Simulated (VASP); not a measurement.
# LiNd: structure and properties in VASP, part 5 of 5

Wanted: the relaxed cell of LiNd and its properties. The cell is invented: it takes the structure of COD entry 1523864, NdTl (space group 221 there), with some of its atoms replaced by other elements, volume scaled by an estimate. It may not be a known or stable phase. Left out of this account: at least 7 further runs (self-consistent run: a volume scan without its fit; self-consistent run: a spoilt try).

VASP 6.6.1, plane waves and PAW; the level of theory is named at each step.

Still holding for the runs below: The cell holds one magnetic atom, so no antiferromagnetic order fits into it. The k-mesh is coarse for a metal. Without U or exact exchange f electrons of an open shell on Nd come out too delocalised, which can shrink the cell and pin f bands at the Fermi level.

So far, moment of the cell, from the last line of the log (μB): 4.39 in steps 2, 3 and 5. The relaxed cell has a = 3.843 Å (conventional setting).

The structure was built from a prototype and need not be the compound's stable phase.

## (6) Total and projected DOS (SCAN + D3(BJ))

Level of this step: SCAN with D3(BJ), spin-polarised from a ferromagnetic start; plane waves and PAW (Nd, Li_sv); invented cell (VASP).

A density of states needs more k-points than a total energy, and tetrahedra (ISMEAR = -5) or a smearing that fits the mesh; LORBIT projects the states on the PAW spheres. The mesh is finer than in the run before.

File INCAR:

```
SYSTEM = LiNd
PREC = Accurate
ENCUT = 650
EDIFF = 1E-06
NELM = 100
ISMEAR = -5
SIGMA = 0.05
LREAL = .FALSE.
ALGO = Normal
METAGGA = SCAN
IVDW = 12
LASPH = .TRUE.
NBANDS = 21
ISPIN = 2
MAGMOM = 3.168 0.003
LMAXMIX = 6
LORBIT = 11
LWAVE = .FALSE.
LCHARG = .FALSE.
NEDOS = 2001
```

File POSCAR:

```
LiNd
1.0
    3.8428539867      0.0000000000      0.0000000000
    0.0000000000      3.8428539867      0.0000000000
    0.0000000000      0.0000000000      3.8428539867
Nd Li
1 1
Direct
    0.0000000000      0.0000000000      0.0000000000
    0.5000000000      0.5000000000      0.5000000000
```

File KPOINTS:

```
Automatic mesh
0
Gamma
9 9 9
0 0 0
```

The projector-augmented-wave data sets are Nd and Li_sv (PBE family, release 64).

Command:

```sh
$ mpirun -np 1 vasp_std
```

The program printed:

```text
[... set-up lines as in an earlier step ...]
 entering main loop
       N       E                     dE             d eps       ncg     rms          rms(c)
DAV:   1     0.949513924877E+02    0.94951E+02   -0.75230E+03  3604   0.201E+03
DAV:   2    -0.332664880268E+02   -0.12822E+03   -0.11486E+03  4805   0.308E+02
DAV:   3    -0.535450981034E+02   -0.20279E+02   -0.19612E+02  4830   0.130E+02
DAV:   4    -0.558899618731E+02   -0.23449E+01   -0.23172E+01  5458   0.240E+01
DAV:   5    -0.560743823335E+02   -0.18442E+00   -0.18374E+00  4029   0.674E+00    0.513E+01
DAV:   6    -0.932234358267E+02   -0.37149E+02   -0.14724E+02  4065   0.134E+02    0.169E+02
DAV:   7    -0.788992623994E+02    0.14324E+02   -0.85845E+00  4732   0.409E+01    0.862E+01
DAV:   8    -0.572491745280E+02    0.21650E+02   -0.12963E+01  4288   0.540E+01    0.102E+02
DAV:   9    -0.498825294904E+02    0.73666E+01   -0.89123E+00  4971   0.272E+01    0.447E+01
DAV:  10    -0.484690579122E+02    0.14135E+01   -0.35981E+01  4916   0.417E+01    0.611E+01
DAV:  11    -0.482040507465E+02    0.26501E+00   -0.10810E+00  4574   0.790E+00    0.431E+01
DAV:  12    -0.481847828543E+02    0.19268E-01   -0.19357E+00  4681   0.138E+01    0.255E+01
DAV:  13    -0.483970707047E+02   -0.21229E+00   -0.18525E-01  4573   0.549E+00    0.238E+01
DAV:  14    -0.489612862613E+02   -0.56422E+00   -0.14021E-01  4539   0.779E+00    0.175E+01
DAV:  15    -0.495744659509E+02   -0.61318E+00   -0.37586E-01  4746   0.135E+01    0.108E+01
DAV:  16    -0.496134130920E+02   -0.38947E-01   -0.72377E-02  4860   0.410E+00    0.859E+00
DAV:  17    -0.495928838602E+02    0.20529E-01   -0.24693E-02  4249   0.135E+00    0.874E+00
DAV:  18    -0.495684166099E+02    0.24467E-01   -0.46118E-02  4556   0.371E+00    0.753E+00
DAV:  19    -0.495816581026E+02   -0.13241E-01   -0.27904E-02  3521   0.136E+00    0.796E+00
DAV:  20    -0.495816858664E+02   -0.27764E-04   -0.59746E-03  4131   0.684E-01    0.756E+00
DAV:  21    -0.495771232207E+02    0.45626E-02   -0.28970E-02  3485   0.146E+00    0.777E+00
DAV:  22    -0.495607616144E+02    0.16362E-01   -0.88758E-03  4422   0.733E-01    0.784E+00
DAV:  23    -0.495776875245E+02   -0.16926E-01   -0.10902E-01  3708   0.274E+00    0.763E+00
DAV:  24    -0.495735269066E+02    0.41606E-02   -0.34007E-02  4379   0.156E+00    0.717E+00
DAV:  25    -0.494699027934E+02    0.10362E+00   -0.60181E-01  3973   0.613E+00    0.710E+00
DAV:  26    -0.494969971026E+02   -0.27094E-01   -0.21171E-01  3373   0.446E+00    0.519E+00
DAV:  27    -0.495635882811E+02   -0.66591E-01   -0.33978E-01  3771   0.442E+00    0.660E+00
DAV:  28    -0.495559260888E+02    0.76622E-02   -0.21165E-01  3530   0.366E+00    0.444E+00
DAV:  29    -0.495459526709E+02    0.99734E-02   -0.15373E-02  4108   0.126E+00    0.328E+00
DAV:  30    -0.495552961743E+02   -0.93435E-02   -0.21975E-02  3708   0.125E+00    0.288E+00
[...]
DAV:  52    -0.495613670564E+02    0.19891E-05   -0.13318E-06  3482   0.101E-02    0.338E-02
DAV:  53    -0.495613620542E+02    0.50022E-05   -0.39337E-07  2624   0.768E-03    0.331E-02
DAV:  54    -0.495613560147E+02    0.60395E-05   -0.22067E-07  1908   0.805E-03    0.314E-02
DAV:  55    -0.495613520366E+02    0.39781E-05   -0.39547E-07  2136   0.883E-03    0.289E-02
DAV:  56    -0.495613201197E+02    0.31917E-04   -0.82799E-06  3855   0.238E-02    0.131E-02
DAV:  57    -0.495613084220E+02    0.11698E-04   -0.32783E-06  3729   0.132E-02    0.188E-02
DAV:  58    -0.495613049216E+02    0.35004E-05   -0.32982E-06  3302   0.133E-02    0.790E-03
DAV:  59    -0.495612924859E+02    0.12436E-04   -0.27536E-06  3462   0.141E-02    0.315E-03
DAV:  60    -0.495612914433E+02    0.10426E-05   -0.11791E-06  3495   0.979E-03    0.148E-03
DAV:  61    -0.495612870023E+02    0.44410E-05   -0.62627E-07  2706   0.894E-03    0.205E-03
DAV:  62    -0.495612853174E+02    0.16849E-05   -0.16569E-07  1735   0.694E-03    0.941E-04
DAV:  63    -0.495612847517E+02    0.56565E-06   -0.20139E-07  1675   0.678E-03
   1 F= -.49699674E+02 E0= -.49699674E+02  d E =0.000000E+00  mag=     4.7241
 -----------------------------------------------------------------------------
|                                                                             |
|           W    W    AA    RRRRR   N    N  II  N    N   GGGG   !!!           |
|           W    W   A  A   R    R  NN   N  II  NN   N  G    G  !!!           |
|           W    W  A    A  R    R  N N  N  II  N N  N  G       !!!           |
|           W WW W  AAAAAA  RRRRR   N  N N  II  N  N N  G  GGG   !            |
|           WW  WW  A    A  R   R   N   NN  II  N   NN  G    G                |
|           W    W  A    A  R    R  N    N  II  N    N   GGGG   !!!           |
|                                                                             |
|     Tetrahedron method does not include variations of the Fermi             |
|     occupations, so forces and stress will be inaccurate. We suggest        |
|     using a different smearing scheme ISMEAR = 1 or 2 for metals in         |
|     relaxations.                                                            |
|                                                                             |
 -----------------------------------------------------------------------------
```

Run time: 6.7 min. Hardware: 1 MPI rank of Intel Xeon 6975P-C (Granite Rapids), shared host; peak memory 0.29 GiB.

From OUTCAR (step 6):

```text
   k-points           NKPTS =     35   k-points in BZ     NKDIM =     35   number of bands    NBANDS=     21

   NELECT =      17.0000    total number of electrons

 E-fermi :   3.0857

 spin component 1
 k-point     1 :       0.0000    0.0000    0.0000
  band No.  band energies     occupation
    ...
      7       0.5362      1.00000
      8       0.5505      1.00000
      9       0.5505      1.00000
     10       2.1577      1.00000
     11       2.1696      1.00000
     12       3.1996      0.00000
     13       3.2367      0.00000
     14       3.2367      0.00000
     15       4.4601      0.00000
     16       6.9677      0.00000
    ...

 k-point     2 :       0.1111    0.0000    0.0000
  band No.  band energies     occupation
    ...
      7       0.5409      1.00000
      8       0.5418      1.00000
      9       0.5552      1.00000
     10       2.2267      1.00000
     11       2.2671      1.00000
     12       3.2065      0.00000
     13       3.2173      0.00000
     14       3.2435      0.00000
     15       4.4545      0.00000
     16       6.3950      0.00000
    ...

 Edisp (eV)   -0.13839

  Total      -0.02668    -0.02668    -0.02668     0.00000     0.00000     0.00000
  in kB      -0.75330    -0.75330    -0.75330     0.00000     0.00000     0.00000
  external pressure =       -0.75 kB  Pullay stress =        0.00 kB

  FREE ENERGIE OF THE ION-ELECTRON SYSTEM (eV)
  ---------------------------------------------------
  free  energy   TOTEN  =       -49.6996743072 eV

  energy  without entropy=      -49.6996743072  energy(sigma->0) =      -49.69967431

 magnetization (x)
# of ion       s       p       d       f       tot
--------------------------------------------------
    1        0.003  -0.262   0.389   3.093   3.223
    2        0.001   0.008   0.000   0.000   0.009
--------------------------------------------------
tot          0.004  -0.254   0.389   3.093   3.232

[... 7 parts as in an earlier step ...]

[... 15 further parts left out ...]
```

Flat bands give spikes narrower than the energy grid here, so the curve is not tabled. With tetrahedra the forces and stress of a metal are not exact derivatives of the energy.

Numbers from this step:

| Property | Result |
| --- | --- |
| SCF cycles | 63 |
| irreducible k-points | 35 |
| free energy (TOTEN) | -49.70 eV |
| Fermi energy | 3.086 eV |
| pressure | -0.07533 GPa |
| moment of the cell, from the last line of the log | 4.724 μB |
| DOS at the Fermi level, one point of the energy grid | 9.065 states/eV/cell |

Spin moment in the PAW sphere by atom:

```
atom  spin moment in the PAW sphere (μB)
 Nd1                                3.22
 Li2                                0.01
```

The finer mesh and the other smearing move the Fermi level by +0.00 eV from the 6×6×6 run, a small shift, which tests the Fermi level alone.

## (7) Optical spectrum (SCAN + D3(BJ))

LOPTICS sums transitions from filled to empty bands. NBANDS is raised for it.

INCAR, as its differences from that of step 6:

```diff
@@ -5,3 +5,3 @@
 NELM = 100
-ISMEAR = -5
+ISMEAR = 0
 SIGMA = 0.05
@@ -12,3 +12,3 @@
 LASPH = .TRUE.
-NBANDS = 21
+NBANDS = 24
 ISPIN = 2
@@ -19,2 +19,4 @@
 LCHARG = .FALSE.
-NEDOS = 2001
+LOPTICS = .TRUE.
+NEDOS = 1500
+CSHIFT = 0.1
```

POSCAR is that of step 6.

KPOINTS is that of step 6.

Command:

```sh
$ mpirun -np 1 vasp_std
```

The program printed:

```text
[... set-up lines as in an earlier step ...]
 entering main loop
       N       E                     dE             d eps       ncg     rms          rms(c)
DAV:   1     0.792333615275E+02    0.79233E+02   -0.74529E+03  4648   0.176E+03
DAV:   2    -0.385607294963E+02   -0.11779E+03   -0.10663E+03  5464   0.285E+02
DAV:   3    -0.544526688401E+02   -0.15892E+02   -0.15442E+02  5560   0.971E+01
DAV:   4    -0.559692322782E+02   -0.15166E+01   -0.14894E+01  6024   0.176E+01
[...]
DAV:  65    -0.495640228974E+02   -0.11357E-03   -0.64043E-04  4008   0.196E-01    0.242E-01
DAV:  66    -0.495640919735E+02   -0.69076E-04   -0.35243E-04  4360   0.141E-01    0.213E-01
DAV:  67    -0.495641447585E+02   -0.52785E-04   -0.78543E-05  4744   0.654E-02    0.210E-01
 hard stop encountered!  aborting job ...
 [... a notice as in an earlier step ...]

 soft stop encountered!  aborting job ...
   1 F= -.49702534E+02 E0= -.49698128E+02  d E =-.881260E-02  mag=     4.5277
 optical routines
 imaginary and real dielectric function
 direction            1
 direction            2
 direction            3
 deleting file STOPCAR
```

Elapsed: 8.2 min, on 1 MPI rank; peak memory 0.42 GiB.

The run was stopped at its time limit, by a STOPCAR file.

At the end rms(c) stands at 2e-02, against 4e-01 half way through the cycles shown.

More ranks or a longer limit might have been enough; this was not tried.

## (8) Results

| Item | Value |
| --- | --- |
| relaxed volume | 28.37 Å³/atom |
| relaxed conventional cell a, b, c | 3.843, 3.843, 3.843 Å |
| space group after relaxing, within 0.02 Å | Pm-3m (No. 221) |
| moment of the cell (6×6×6 mesh) | 4.39 μB |
| largest site moment (6×6×6 mesh) | 3.17 μB on Nd1 |
| band gap | none, a metal |

In words: With SCAN + D3(BJ), LiNd relaxes to 28.37 Å³/atom in space group Pm-3m, comes out as a metal and keeps moments of up to 3.17 μB (6×6×6 mesh). Not obtained: optical spectrum (SCAN + D3(BJ)), because the run hit its time limit. Bands along the symmetry lines (SCAN + D3(BJ)), spin up: Of the bands kept, 2 cross the Fermi level on this path. Bands along the symmetry lines (SCAN + D3(BJ)), spin down: Of the bands kept, 2 cross the Fermi level on this path. Spin-orbit coupling is left out, and with elements this heavy it would split and shift bands near the Fermi level. The k-sampling is coarse for a metal, so the Fermi level, moments, pressures and the shape of the cell carry errors. Only the typed magnetic starts were tried, so the magnetic ground state may differ and with it the other results. No search among competing phases was made. All values are for a static lattice at zero temperature.

[Lines on the potential files, build, host, timing and source positions are cut from VASP's logs without a mark.]

[Logs are printed without paths, hosts, clocks, repeated set-up lines and the standing remarks that a program may print on its own settings, such as how far it seeks lower states.]

[Hosts, paths, dates, database ids (printed as entryN), source tags and the programs' standing remarks are cut or masked in the printed files.]

[A measured line is paired with the nearest computed mode of its activity, which favours agreement.]

[In band tables of VASP the shares of atoms and orbitals are scaled to a sum of 1 inside the atoms' spheres.]
